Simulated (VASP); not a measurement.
An input for Ansatz (written as the equivalent of a VASP run, and not itself run):

Ansatz 0.2 input:
```yaml
crystal:
  lattice:
    - [0.0000000, 2.7854708, 2.7854708]
    - [2.7854708, 0.0000000, 2.7854708]
    - [2.7854708, 2.7854708, 0.0000000]
  atoms:
    - { symbol: Li, position: [0.2500000, 0.2500000, 0.2500000] }
    - { symbol: Li, position: [0.7500000, 0.7500000, 0.7500000] }
    - { symbol: S, position: [0.0000000, 0.0000000, 0.0000000] }
kpoints:
  mp_grid: { grid: [6, 6, 6] }
hamiltonian:
  xc: pbe
  dispersion: d3bj
  pseudopotentials: { kind: paw }
scf:
  occupations: { method: gaussian, width: 0.05 }
  max_iter: 100
relax:
  max_steps: 60
  f_tol: 0.02
  cell: {}
output: { forces: true, stress: true, eigenvalues: true }
```

Task: Translate this input to VASP (INCAR, KPOINTS, POSCAR, choice of POTCAR).

Result: Several could match; the one computed here: 
### POSCAR
```
Li2S
1
   -0.0000000000     2.7854707964     2.7854707964
    2.7854707964    -0.0000000000     2.7854707964
    2.7854707964     2.7854707964     0.0000000000
Li S
2 1
Direct
  0.2500000000   0.2500000000   0.2500000000
  0.7500000000   0.7500000000   0.7500000000
  0.0000000000   0.0000000000   0.0000000000
```

INCAR:
```
SYSTEM = Li2S
PREC = Accurate; ENCUT = 520; LREAL = F
LASPH = T
EDIFF = 1E-6; NELM = 100; ALGO = Normal
ISMEAR = 0; SIGMA = 0.05
GGA = PE; IVDW = 12
IBRION = 2; NSW = 60; ISIF = 3
EDIFFG = -0.02
LWAVE = F; LCHARG = F
```

### KPOINTS
```
kpoints
0
Gamma
6 6 6
```

POTCAR, in this order: Li_sv S (PBE.64 set). Program: vasp_std.

Limits of the translation: each code has its own PAW files, so the cut-off isn't converted (ENCUT is set for VASP's; basis.ecutwfc is left out, and Ansatz then takes the one that its files recommend); Ansatz stops its SCF on the density residual and VASP on the energy change (EDIFF).

The compound is Li2S in the antifluorite structure. It was relaxed first, which changed the volume by -8 %. The start is the result of an earlier pass.
